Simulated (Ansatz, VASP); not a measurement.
## ZnS: VASP beside Ansatz

One calculation is typed for both programs; each brings its own data sets. How far apart do they land? The cell is taken from a series of runs on this material, whose earlier steps may have relaxed, scaled, displaced or heated it; both programs get it as it stands.

Calculated with Ansatz 0.2.0; plane waves, with VASP 6.6.1 beside it; relaxation of cell and atoms at LDA.

## (1) Starting point

The structure is cubic, space group F-43m (No. 216). The conventional cell has a = 5.297 Å, b = 5.297 Å, c = 5.297 Å, α = 90.00°, β = 90.00°, γ = 90.00°. Zn has 4 S at 2.29 Å nearest. Nearest to S lie 4 Zn at 2.29 Å. Farther neighbours and most contacts between anions are not listed.

## (2) VASP: relaxation of cell and atoms, LDA

The relaxed volume is the usual yardstick between codes: in a stiff, nearly cubic crystal its relative difference is about their pressure difference at one cell divided by the bulk modulus.

Lines of VASP's logs that name or quote its potential files are left out, and so is its time.

The input, INCAR:

```
SYSTEM = ZnS
PREC = Accurate
ENCUT = 500
EDIFF = 1E-07
NELM = 120
ISMEAR = 0
SIGMA = 0.01
LREAL = .FALSE.
ALGO = Normal
GGA = PW92
NBANDS = 15
LORBIT = 11
LWAVE = .FALSE.
LCHARG = .FALSE.
ISIF = 3
IBRION = 2
NSW = 80
EDIFFG = -0.005
LASPH = .TRUE.
GGA_COMPAT = .FALSE.
NELMIN = 4
EFERMI = MIDGAP
```

The input, POSCAR:

```
ZnS
1.0
    0.0000000000      2.6484690000      2.6484690000
    2.6484690000      0.0000000000      2.6484690000
    2.6484690000      2.6484690000      0.0000000000
Zn S
1 1
Direct
    0.2500000944      0.2500000944      0.2500000944
    0.0000000944      0.0000000944      0.0000000944
```

The input, KPOINTS:

```
Automatic mesh
0
Gamma
12 12 12
0 0 0
```

Potentials, in the order of the species: Zn and S (LDA family, release 64).

Started as:

```
$ mpirun -np 1 vasp_std
```

Numbers of over 12 decimals in the logs are rounded to 6 here.

Log:

```text
[banner, memory and clock lines left out]
running    1 mpi-ranks, on    1 nodes
 distrk:  each k-point on    1 cores,    1 groups
 distr:  one band on    1 cores,    1 groups

 POSCAR found type information on POSCAR ZnS
 POSCAR found :  2 types and       2 ions
|                                                                             |
|               ----> ADVICE to this user running VASP <----                  |
|                                                                             |
|     You enforced a specific xc type in the INCAR file but a different       |
|     [... a line on the potential file left out ...]
|     I HOPE YOU KNOW WHAT YOU ARE DOING!                                     |
|                                                                             |

 LDA part: xc-table for (Slater(with rela. corr.)+PW92), standard interpolation
 POSCAR, INCAR and KPOINTS ok, starting setup
 FFT: planning ... GRIDC
 FFT: planning ... GRID_SOFT
 FFT: planning ... GRID
 WAVECAR not read
 entering main loop
       N       E                     dE             d eps       ncg     rms          rms(c)
DAV:   1     0.819984633466E+02    0.81998E+02   -0.84672E+03  2160   0.141E+03
DAV:   2    -0.316409214086E+01   -0.85163E+02   -0.79642E+02  2377   0.268E+02
DAV:   3    -0.858830985019E+01   -0.54242E+01   -0.53936E+01  2741   0.652E+01
DAV:   4    -0.864448902397E+01   -0.56179E-01   -0.56161E-01  2531   0.680E+00
DAV:   5    -0.864511186824E+01   -0.62284E-03   -0.62283E-03  2762   0.702E-01    0.765E+00
DAV:   6    -0.824198063242E+01    0.40313E+00   -0.80314E-01  3221   0.337E+01    0.586E+00
DAV:   7    -0.821244437861E+01    0.29536E-01   -0.25510E-01  2559   0.538E+00    0.279E+00
DAV:   8    -0.820635528465E+01    0.60891E-02   -0.57009E-03  3217   0.132E+00    0.649E-01
DAV:   9    -0.820579356078E+01    0.56172E-03   -0.12268E-03  2461   0.269E-01    0.801E-02
DAV:  10    -0.820580882727E+01   -0.15266E-04   -0.83497E-05  2678   0.845E-02    0.225E-02
DAV:  11    -0.820580596377E+01    0.28635E-05   -0.95841E-06  3352   0.677E-02    0.422E-03
DAV:  12    -0.820580607309E+01   -0.10932E-06   -0.11696E-06  2587   0.121E-02    0.178E-03
DAV:  13    -0.820580607617E+01   -0.30873E-08   -0.48526E-08  1703   0.208E-03
   1 F= -.82058061E+01 E0= -.82058061E+01  d E =-.820581E+01
 curvature:   0.00 expect dE= 0.000E+00 dE for cont linesearch  0.000E+00
 trial: gam= 0.00000 g(F)=  0.292E-41 g(S)=  0.130E-03 ort = 0.000E+00 (trialstep = 0.100E+01)
 search vector abs. value=  0.130E-03
 bond charge predicted
       N       E                     dE             d eps       ncg     rms          rms(c)
DAV:   1    -0.820768314973E+01   -0.18771E-02   -0.20257E-02  2636   0.322E+00    0.308E-01
DAV:   2    -0.820608196597E+01    0.16012E-02   -0.48762E-03  2685   0.211E+00    0.119E-01
DAV:   3    -0.820589591486E+01    0.18605E-03   -0.19514E-04  2665   0.166E-01    0.545E-02
DAV:   4    -0.820584699863E+01    0.48916E-04   -0.26870E-05  2903   0.959E-02    0.264E-02
DAV:   5    -0.820583918680E+01    0.78118E-05   -0.68015E-06  3239   0.446E-02    0.538E-03
DAV:   6    -0.820583896047E+01    0.22633E-06   -0.16341E-06  2377   0.126E-02    0.236E-03
DAV:   7    -0.820583897379E+01   -0.13318E-07   -0.71954E-08  1192   0.281E-03
   2 F= -.82058390E+01 E0= -.82058390E+01  d E =-.328976E-04
 trial-energy change:   -0.000033  1 .order   -0.000031   -0.000130    0.000068
 step:   0.6697(harm=  0.6549)  dis= 0.00000  next Energy=    -8.205850 (dE=-0.441E-04)
 bond charge predicted
       N       E                     dE             d eps       ncg     rms          rms(c)
DAV:   1    -0.820605057288E+01   -0.21161E-03   -0.21963E-03  2657   0.106E+00    0.102E-01
DAV:   2    -0.820587560476E+01    0.17497E-03   -0.53873E-04  2685   0.717E-01    0.393E-02
DAV:   3    -0.820585532137E+01    0.20283E-04   -0.21570E-05  2730   0.589E-02    0.180E-02
DAV:   4    -0.820584995493E+01    0.53664E-05   -0.31527E-06  2895   0.328E-02    0.880E-03
DAV:   5    -0.820584909164E+01    0.86329E-06   -0.74919E-07  3218   0.148E-02    0.185E-03
DAV:   6    -0.820584906132E+01    0.30327E-07   -0.17774E-07  1715   0.425E-03
   3 F= -.82058491E+01 E0= -.82058491E+01  d E =-.429851E-04
 curvature:  -0.33 expect dE=-0.116E-07 dE for cont linesearch -0.116E-07
 trial: gam= 0.00000 g(F)=  0.113E-40 g(S)=  0.355E-07 ort =-0.215E-05 (trialstep = 0.934E+00)
 search vector abs. value=  0.356E-07
 reached required accuracy - stopping structural energy minimisation
```

OUTCAR, selected parts (step 2):

```text
ion  position               nearest neighbor table
   1  0.250  0.250  0.250-   2 2.29   2 2.29   2 2.29   2 2.29
   2  0.000  0.000  0.000-   1 2.29   1 2.29   1 2.29   1 2.29

  LATTYP: Found a face centered cubic cell.
 ALAT       =     5.2969380000

 Subroutine GETGRP returns: Found 24 space group operations
 (whereof 24 operations were pure point group operations)

The static configuration has the point symmetry T_d .

 Found     72 irreducible k-points:

   k-points           NKPTS =     72   k-points in BZ     NKDIM =     72   number of bands    NBANDS=     15

   dimension x,y,z NGX =    28 NGY =   28 NGZ =   28
   dimension x,y,z NGXF=    56 NGYF=   56 NGZF=   56

   ENCUT  =  500.0 eV  36.75 Ry    6.06 a.u.   6.83  6.83  6.83*2*pi/ulx,y,z

   NELECT =      18.0000    total number of electrons

 k-points in reciprocal lattice and weights: Automatic mesh
   0.00000000  0.00000000  0.00000000       0.001
   0.08333333  0.00000000  0.00000000       0.005
   0.16666667  0.00000000  0.00000000       0.005
   0.25000000  0.00000000  0.00000000       0.005
   0.33333333  0.00000000  0.00000000       0.005
   0.41666667  0.00000000  0.00000000       0.005
   0.50000000  0.00000000  0.00000000       0.002
   0.08333333  0.08333333  0.00000000       0.003
   0.16666667  0.08333333  0.00000000       0.014
[...]
-0.33333333  0.50000000  0.16666667       0.007
  -0.25000000  0.50000000  0.25000000       0.003

 average (electrostatic) potential at core
       1 -37.0706       2 -88.7763

 E-fermi :   3.5698

 k-point     1 :       0.0000    0.0000    0.0000
  band No.  band energies     occupation
    ...
      5      -3.7058      2.00000
      6      -3.7058      2.00000
      7       2.4938      2.00000
      8       2.4938      2.00000
      9       2.4938      2.00000
     10       4.6458      0.00000
     11       8.7082      0.00000
     12       8.7082      0.00000
     13       8.7082      0.00000
     14      14.3211      0.00000
    ...

 k-point     2 :       0.0833    0.0000    0.0000
  band No.  band energies     occupation
    ...
      5      -3.7070      2.00000
      6      -3.7070      2.00000
      7       1.8603      2.00000
      8       2.4159      2.00000
      9       2.4159      2.00000
     10       5.1308      0.00000
     11       8.6436      0.00000
     12       8.8411      0.00000
     13       8.8411      0.00000
     14      13.9379      0.00000
    ...

 k-point     3 :       0.1667    0.0000    0.0000
  band No.  band energies     occupation
    ...
      5      -3.7084      2.00000
      6      -3.7084      2.00000
      7       0.6847      2.00000
      8       2.2165      2.00000
      9       2.2165      2.00000
     10       5.7570      0.00000
     11       8.7525      0.00000
     12       9.1440      0.00000
     13       9.1440      0.00000
     14      13.4426      0.00000
    ...

  Total       -0.0007002     -0.0007002     -0.0007002      0.0000000      0.0000000     -0.0000000
  in kB       -0.0301300     -0.0301300     -0.0301300      0.0000000      0.0000000     -0.0000000
  external PRESSURE =      -0.0301300 kB  Pullay stress =       0.0000000 kB

  energy-cutoff  :      500.00
  volume of cell :       37.23
      direct lattice vectors                 reciprocal lattice vectors
     0.000000000  2.650280593  2.650280593    -0.188659269  0.188659269  0.188659269
     2.650280593  0.000000000  2.650280593     0.188659269 -0.188659269  0.188659269
     2.650280593  2.650280593 -0.000000000     0.188659269  0.188659269 -0.188659269

 POSITION                                       TOTAL-FORCE (eV/Angst)
 -----------------------------------------------------------------------------------
      1.32514      1.32514      1.32514         0.000000      0.000000      0.000000
      0.00000      0.00000      0.00000        -0.000000     -0.000000     -0.000000
 -----------------------------------------------------------------------------------
    total drift:                               -0.000330     -0.000330     -0.000330

  FREE ENERGIE OF THE ION-ELECTRON SYSTEM (eV)
  ---------------------------------------------------
  free  energy   TOTEN  =        -8.2058490613 eV

  energy  without entropy=       -8.2058490613  energy(sigma->0) =       -8.20584906

 reached required accuracy - stopping structural energy minimisation

 total charge
# of ion       s       p       d       tot
------------------------------------------
    1        0.550   0.539   9.805  10.894
    2        1.312   2.443   0.000   3.756
--------------------------------------------------
tot          1.862   2.982   9.805  14.650

[... 3 further parts left out ...]
```

CONTCAR:

```
ZnS
   1.00000000000000
     0.0000000000000000    2.6502805926939024    2.6502805926939024
     2.6502805926939024    0.0000000000000000    2.6502805926939024
     2.6502805926939024    2.6502805926939024   -0.0000000000000000
  Zn              S
     1     1
Direct
     0.2500000944000007    0.2500000944000007    0.2500000944000007
     0.0000000944000007    0.0000000944000007    0.0000000944000007
```

The run keeps the 24 symmetry operations of its start, so it cannot find a distortion of lower symmetry.

## (3) Ansatz: relaxation of cell and atoms, LDA

Ansatz runs on its default PAW (the set named soft_2) files.

The same cell, functional (in two slightly different forms) and mesh now go to Ansatz, which takes its cutoff from its data sets.

The input, input.yaml:

```yaml
crystal:
  lattice:
    - [0.0, 2.6484690875, 2.6484690875]
    - [2.6484690875, 0.0, 2.6484690875]
    - [2.6484690875, 2.6484690875, 0.0]
  atoms:
    - { symbol: Zn, position: [0.25, 0.25, 0.25] }
    - { symbol: S, position: [0.0, 0.0, 0.0] }
kpoints:
  mp_grid: { grid: [12, 12, 12] }
hamiltonian:
  xc: lda
scf:
  occupations: { method: fixed }
output:
  forces: true
  stress: true
  eigenvalues: true
relax:
  adjacent_minimum: "off"
  f_tol: 0.001
  max_steps: 60
  cell: { stress_tol: 0.01 }
```

Started as:

```
$ ansatz run input.yaml --threads 8 --pin off --max-ram 16384MiB --backend cpu --events-out ev --progress --plain --runs-dir out
```

Log:

```text
Engine: ansatz 0.2.0, aarch64-unknown-linux-gnu
Pseudopotentials: kind: paw
Pseudopotential: Zn, paw, valence charge 12, recommended cutoff 420 eV (normal), Zn.paw.azcp
Pseudopotential: S, paw, valence charge 6, recommended cutoff 420 eV (normal), S.paw.azcp
Functional definition: SPW92
  exchange = slater_x
  correlation = pw_c
Crystal: 2 atoms, lattice volume = 37.155 Å³
Basis set: ecut = 420 eV, 725 PW (Γ)
Bands: 13, of which v1, the nominal top of the filled ones, is band 9 counted from 1 (8 counted from 0)
Symmetry: 24 space group operations
Space group: F-43m (ITA 216), of the structure as read, at distance tolerance 3.3e-5 Å
k-points: 72 of 1728 (time reversal used)
Non-local potential: Zn, projectors of the file, l = 0: 2, l = 1: 2, l = 2: 3, l = 3: 1
Non-local potential: S, projectors of the file, l = 0: 2, l = 1: 2, l = 2: 2
PAW form: soft (Blöchl's): semilocal exchange-correlation on the pseudo side does not see the compensation charge
PAW frozen core: Zn, regenerated for the run's functional, and the local potential with it (the file was generated under x = pbe(κ = 0.804, μ = 0.219515), c = pbe(β = 0.066725))
PAW frozen core: S, regenerated for the run's functional, and the local potential with it (the file was generated under x = pbe(κ = 0.804, μ = 0.219515), c = pbe(β = 0.066725))
PAW one-centre angular grid: Zn, 590 points (default); XC on 64 Gauss nodes
PAW one-centre angular grid: S, 110 points (default); XC on 64 Gauss nodes
Initial density: superposition of atomic densities (neutral atoms: chi_scale 0, normalization atom), corrected by the library's trained network
Initial wavefunctions: pseudopotential atomic-orbital guess
Functional: x = slater, c = lda
SCF iter   1: F=—  HF=-4117.445380 eV  |F-HF|=—  |Δ(HF+E_count)|=         —  Δρ=7.16e-3  dr2=1.70e-2  ethr=1.77e-3  ⟨swp⟩=5.0  Hψ=5052  notcnv=0  defer=130
preconditioner: auto → none  [insulator: Δε(μ)=2.059 eV  Ē_g=12.419 eV  n_scr=14 (ndim 8)  ℏωp=25.8 eV  f_vac=0.017  ε∞_Penn≈5.3]
SCF iter   2: F=—  HF=-4117.439769 eV  |F-HF|=—  |Δ(HF+E_count)|=   5.61e-3  Δρ=2.34e-3  dr2=9.67e-4  ethr=9.45e-5  ⟨swp⟩=3.0  Hψ=2284  notcnv=0  defer=138
SCF iter   3: F=—  HF=-4117.439496 eV  |F-HF|=—  |Δ(HF+E_count)|=   2.74e-4  Δρ=1.20e-3  dr2=2.32e-4  ethr=5.37e-6  ⟨swp⟩=2.8  Hψ=1674  notcnv=0  defer=138
SCF iter   4: F=—  HF=-4117.439484 eV  |F-HF|=—  |Δ(HF+E_count)|=   1.18e-5  Δρ=5.72e-4  dr2=8.99e-5  ethr=1.29e-6  ⟨swp⟩=2.0  Hψ=1650  notcnv=0  defer=125
SCF iter   5: F=—  HF=-4117.439436 eV  |F-HF|=—  |Δ(HF+E_count)|=   4.75e-5  Δρ=3.26e-5  dr2=4.18e-7  ethr=4.99e-7  ⟨swp⟩=2.0  Hψ=1589  notcnv=0  defer=57
SCF iter   6: F=-4117.439436 eV  HF=-4117.439436 eV  |F-HF|=9.25e-9  |Δ(HF+E_count)|=   1.54e-7  Δρ=8.21e-6  dr2=1.12e-8  ethr=5.56e-10  ⟨swp⟩=6.1  Hψ=4808  notcnv=0
SCF 1 converged in 6 iterations: F = -4117.439436 eV  dr2 = 1.12e-8
  greatest PAW one-centre occupation: 0.983 electrons in one spin orbital (limit 2), on the Zn atom at site 0 (counted from 0), in its partial waves of l = 2
relax step   1: F+E_penalty+E_count = -4117.43943621 eV  Δ(F+E_penalty+E_count) = +0.000e0 eV  max|allowed force component| = 1.850e-16 eV/Å  Δτ_max = 0.0000 Å  P = -0.012 GPa  Ω = 37.155 Å³  (6 SCF iters, dr2 threshold 1.00e-7 eV, accepted)
[...]
relax step   2: F+E_penalty+E_count = -4117.43943744 eV  Δ(F+E_penalty+E_count) = -1.235e-6 eV  max|allowed force component| = 2.313e-17 eV/Å  Δτ_max = 0.0000 Å  P = -0.005 GPa  Ω = 37.152 Å³  energy of the carried Pulay correction = +1.075e-6 eV  (4 SCF iters, dr2 threshold 3.61e-10 eV, accepted)
[...]
relax step   3: F+E_penalty+E_count = -4117.43943744 eV  Δ(F+E_penalty+E_count) = -6.821e-11 eV  max|allowed force component| = 5.320e-17 eV/Å  Δτ_max = 0.0000 Å  P = -0.005 GPa  Ω = 37.152 Å³  stress off target by 5.06e-3 GPa  SCF on the basis re-selected at this cell (its energy is not comparable with the rows above)  (6 SCF iters)
basis re-selected at this cell: Δ(F+E_penalty+E_count) = -6.821e-11 eV, ΔP = -0.000 GPa vs the last step (what re-selecting the basis moved, of the pressure what is left beyond the Pulay correction that the steps carried, after the strain that the cell walked since its last selection, with what the two solves' SCF thresholds leave and, on support functions, any second-order correction that the steps lacked; it is no  [...]
SCF converged after 6 iterations
Free energy (F): -4117.439437 eV
Harris-Foulkes:  -4117.439437 eV  (|F-HF|=0.00e0)
Internal energy: -4117.439437 eV  (E = F + TS)
E sigma→0 (E₀):  -4117.439437 eV
Fermi energy:    6.315482 eV
--- Per-component energies (eV) ---
  E_band       = 8.852361
  E_kinetic    = 240.254682
  E_local      = -2006.383183  (includes V_loc(G=0)·N_el)
  E_nonlocal   = 645.928424
  E_hartree    = 837.085545
  E_xc         = -232.604009
  E_vxc        = -142.321084  (∫ρ·V_xc dr)
  E_paw        = -2324.684570  (= ΣΔE_a)
  E_vpaw       = -402.797197  (= ΣTr[D̂ρ^β])
  E_aug_tail   = -0.000369  (compensation charges beyond the density's cutoff)
  E_ewald      = -1278.746296
  E_core_change = 1.710339  (= ΣΔE_core)
  E_smearing   = -0.000000  (= −TS)
  E_closure    = 0.000000  (closes the sum)
  Σ components = -4117.439437   (vs F -4117.439437, Δ=0.00e0)
--- Forces (eV/Å), atoms counted from 1 ---
  atom   1  Zn    -0.00000000    -0.00000000     0.00000000
  atom   2  S      0.00000000     0.00000000    -0.00000000
  max |Σ_I F_I| component: 4.16e-17 eV/Å
--- Stress (GPa, compression-positive) ---
       -0.005062      -0.000000      -0.000000
       -0.000000      -0.005062      -0.000000
       -0.000000      -0.000000      -0.005062
  P = ⅓ Tr σ = -0.0051 GPa (-0.051 kbar)
--- Band table (eV; the first three rows and the last of 72) ---
  k-point 0: bands = [... 5 lower, 0.1274, 6.3155, 6.3155, 6.3155, 8.4410, 12.4868, 12.4868, 12.4868]
  k-point 1: bands = [... 5 lower, 0.1262, 5.6788, 6.2373, 6.2373, 8.9288, 12.4237, 12.6191, 12.6191]
  k-point 2: bands = [... 5 lower, 0.1248, 4.5008, 6.0370, 6.0370, 9.5554, 12.5358, 12.9207, 12.9207]
  k-point 71: bands = [... 5 lower, 0.6027, 1.3417, 3.2080, 3.3041, 11.8199, 12.4710, 14.1012, 14.2756]
--- Relaxed structure (2 steps of the walk, 2 accepted, 1 SCFs on fresh bases) ---
  F+E_penalty+E_count = -4117.43943744 eV   max|allowed force component| = 5.320e-17 eV/Å   (the final SCF, on the basis selected at the relaxed cell)
  cell:  # Å, volume = 37.1518 Å³
    - [0, 2.648399, 2.648399]
    - [2.648399, 0, 2.648399]
    - [2.648399, 2.648399, 0]
  atoms:
    - { symbol: Zn, position: [0.25, 0.25, 0.25] }
    - { symbol: S, position: [0, 0, 0] }
```

## (4) Comparison

Known differences besides the potentials themselves: fixed occupations in Ansatz, narrow Gaussian smearing in VASP; the cutoff is 420 eV in Ansatz and 500 eV in VASP; VASP's log shows a relativistic correction to its local exchange, Ansatz's none; Ansatz adds a Pulay correction to the stress that steers its cell, VASP none. Total energies have different zeros and are not compared.

The two programs side by side:

| quantity | Ansatz | VASP | difference |
| --- | --- | --- | --- |
| volume (Å³) | 37.15 | 37.23 | -0.21 % |
| edge a after relaxation, in the typed setting (Å) | 3.745 | 3.748 | -0.07 % |

## (5) Outcome

```json
{
 "difference in volume (relaxation of cell and atoms, LDA)": "-0.21 %"
}
```

**Reading.** The difference in volume is -0.21 % (relaxation of cell and atoms, LDA), within the 1.2 % picked in this series as the mark of a large difference, as far as the stopping tolerances let one tell. 1 further run of this series is not shown here. Such differences can come from data sets, numerical settings and the points named under the comparisons, not from the functional's error against experiment.

[Lines on the potential files, build, host, timing and source positions are cut from VASP's logs without a mark.]

[Logs are printed without paths, hosts, clocks, repeated set-up lines and the standing remarks that a program may print on its own settings, such as how far it seeks lower states.]

[Hosts, paths, dates, database ids (printed as entryN), source tags and the programs' standing remarks are cut or masked in the printed files.]
